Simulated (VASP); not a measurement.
An input for Quantum ESPRESSO's pw.x (written as the equivalent of a VASP run, and not itself run):

```
&CONTROL
  calculation = 'scf'
  pseudo_dir = './pseudo'
  outdir = './out'
  tprnfor = .true.
  tstress = .true.
/
&SYSTEM
  ibrav = 0
  nat = 2
  ntyp = 2
  ecutwfc = 84
  occupations = 'smearing'
  smearing = 'methfessel-paxton'
  degauss = 0.00735
  input_dft = 'vdw-df2'
/
&ELECTRONS
  conv_thr = 7.3e-09
  electron_maxstep = 100
/
ATOMIC_SPECIES
  V 50.941 V.upf
  N 14.007 N.upf
CELL_PARAMETERS angstrom
     0.0000000    2.0590189    2.0590189
     2.0590189    0.0000000    2.0590189
     2.0590189    2.0590189    0.0000000
ATOMIC_POSITIONS crystal
  V    0.0000000  0.0000000  0.0000000
  N    0.5000000  0.5000000  0.5000000
K_POINTS automatic
  15 15 15 0 0 0
```

### Question
Translate this input to VASP (INCAR, KPOINTS, POSCAR, choice of POTCAR).

### Answer
One answer among several that fit: 
**INCAR**
```
SYSTEM = VN
PREC = Accurate
ENCUT = 520
EDIFF = 1E-7
NELM = 100
ALGO = Normal
LREAL = .FALSE.
LASPH = .TRUE.
ISMEAR = 1
SIGMA = 0.1
GGA = ML
ZAB_VDW = -1.8867
LUSE_VDW = .TRUE.
AGGAC = 0.0
LMAXMIX = 4
LWAVE = .FALSE.
LCHARG = .FALSE.
ISIF = 2
```

**POSCAR**
```
VN
1
    0.0000000000     2.0590188871     2.0590188871
    2.0590188871     0.0000000000     2.0590188871
    2.0590188871     2.0590188871     0.0000000000
V N
1 1
Direct
  0.0000000000   0.0000000000   0.0000000000
  0.5000000000   0.5000000000   0.5000000000
```

### KPOINTS
```
Automatic mesh
0
Gamma
15 15 15
0 0 0
```

POTCAR, in this order: V_sv N (PBE.64 set). Program: vasp_std.

What does not carry over: the potentials are each code's own (VASP's PAW set, PseudoDojo norm-conserving files in pw.x), so ENCUT and ecutwfc are chosen apart and not converted; conv_thr bounds pw.x's estimated SCF error, while EDIFF bounds the energy change between steps.

The compound is VN in the rock salt structure, which distorts at low temperature. This cell is one point of a volume scan, at 0.94 of the reference volume.
